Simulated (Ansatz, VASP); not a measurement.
Al3BP2 in VASP and in Ansatz

INCAR

```
SYSTEM = Al3BP2
  PREC = Accurate
  ENCUT = 520
  EDIFF = 1E-7
  ISMEAR = 0
  SIGMA = 0.1
  LREAL = .False.
  LASPH = .True.
  NELM = 60
  ALGO = Normal
  ISIF = 2
  LWAVE = .False.
  LCHARG = .False.
  GGA = PE
  NBANDS = 20
```

The input KPOINTS:

```
Automatic mesh
0
Gamma
  4 4 2
  0 0 0
```

The input POSCAR:

```
Al3BP2
1.0
    3.7436381700      0.0000000000      0.0000000000
    0.0000000000      3.7436381700      0.0000000000
    0.0000000000      0.0000000000      7.6146898900
Al B P
3 1 2
Direct
    0.0000000000      0.0000000000      0.2402267600
    0.0000000000      0.0000000000      0.7597732400
    0.0000000000      0.0000000000      0.5000000000
    0.5000000000      0.5000000000      0.5000000000
    0.0000000000      0.5000000000      0.5000000000
    0.5000000000      0.0000000000      0.5000000000
```

Input for Ansatz:

```yaml
crystal:
  lattice:
    - [3.74363817, 0.0, 0.0]
    - [0.0, 3.74363817, 0.0]
    - [0.0, 0.0, 7.61468989]
  atoms:
    - { symbol: Al, position: [0.0, 0.0, 0.24022676] }
    - { symbol: Al, position: [0.0, 0.0, 0.75977324] }
    - { symbol: Al, position: [0.0, 0.0, 0.5] }
    - { symbol: B, position: [0.5, 0.5, 0.5] }
    - { symbol: P, position: [0.0, 0.5, 0.5] }
    - { symbol: P, position: [0.5, 0.0, 0.5] }
basis:
  ecutwfc: 420
kpoints:
  mp_grid: { grid: [4, 4, 2] }
hamiltonian:
  xc: pbe
scf:
  occupations: { method: gaussian, width: 0.1 }
  lower_state_search: "off"
output:
  forces: true
  stress: true
  eigenvalues: true
```

Alike in both runs: task single point; functional PBE; k mesh 4 × 4 × 2; occupations gaussian, width 0.1 eV; no spin polarisation.

|  | VASP | Ansatz |
| --- | --- | --- |
| version | VASP 6.6.1 | Ansatz 0.2.0 |
| potentials or method | VASP PAW PBE potentials, release 64 (Al, B, P) | scalar-relativistic, plane waves, PAW |
| plane-wave cutoff (eV) | 520 | 420 |
| valence electrons in the cell | 22 | 22 |

|  | VASP | Ansatz | Ansatz less VASP |
| --- | --- | --- | --- |
| gap on the k mesh at the Fermi level (eV) | none | none | - |
| rms of the force components (eV/Å) | 2.727 | 2.722 | -0.0047 |

Atom by atom the forces differ by 0.005 eV/Å (rms over components). A gap of «none» marks a metal or a gap that the smearing closes. The functional is the same, so the differences come from potentials, cutoffs and numerics.

Caveats: the k mesh is coarse (spacing up to 0.42 Å⁻¹), so the values aren't converged; forces of over 1 eV/Å show positions far from the minimum, so gaps and moduli don't describe the material at rest.
